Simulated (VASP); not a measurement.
Energy against volume of GaAs (zinc blende). Method: r2SCAN meta-GGA, VASP's PBE PAW potentials (set 64) (plane waves; VASP). Settings: 520 eV cut-off, 8×8×8 Γ-centred mesh, Gaussian smearing of 0.050 eV, potentials Ga_d As.

```csv
V (Å³/atom),E (eV/atom)
21.401,-13.50563
22.084,-13.52164
22.767,-13.52663
23.450,-13.52228
```

Fit these four points and predict the energy of the run at 24.133 Å³/atom.

A cubic in V^(−2/3), the third-order Birch-Murnaghan form, passes through the four points with V0 = 22.77 Å³/atom and B0 = 73 GPa, and gives -13.5100 eV/atom there. The run gave -13.5101 eV/atom, -0.0 meV/atom from the fit; all five points give B0 = 73 GPa.

The compound is GaAs in the zinc blende structure. It was relaxed first.
